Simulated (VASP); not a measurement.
Runs of VASP 6.6.1 on GaGe. All rows change the cell; the cell of one of them follows. Symmetry: I-4m2, No. 119, tetragonal system. Conventional cell: a = 4.303 Å, b = 4.303 Å, c = 5.506 Å, α = 90.00°, β = 90.00°, γ = 90.00°. Ga (site symmetry -4m2) is surrounded by 4 Ge at 2.55 Å. Around Ge (site symmetry -4m2) lie 4 Ga at 2.55 Å. The cell comes from a database or a generator and needn't be the stable form of this composition.

```tsv
cell	further INCAR settings	gap on the mesh (eV)	pressure (GPa)
strain +0.050 along x and y, -0.050 along z, atoms carried along	ALGO = Fast; EDIFF = 1e-06; NBANDS = 20	none	-4.6
strain +0.050 along x and y, +0.050 along z, atoms carried along	ALGO = Fast; EDIFF = 1e-07; NBANDS = 20	none	-6.9
strain -0.050 along x and y, +0.050 along z, atoms carried along	ALGO = Fast; EDIFF = 1e-06; NBANDS = 20	none	-0.2
strain +0.000 along x and y, +0.050 along z, atoms carried along	ALGO = Fast; EDIFF = 1e-07; NBANDS = 20	none	(a)
```

Alike in all rows: task single point; level PBEsol; potentials or basis VASP PAW PBE potentials, release 64 (Ga_d, Ge_d); no spin polarisation; k mesh 14 × 14 × 14; cutoff (eV) 520; smearing gaussian 0.15 eV.

Task: Fill in the values left out.

Result: (a) -4.4.

Caveats: the PAW data sets were made with another functional, which shifts forces and pressure a little.

A k mesh can miss the band edges, and the runs leave out spin-orbit coupling on Ga, Ge.

A gap of «none» marks a metal or a gap under the smearing width.
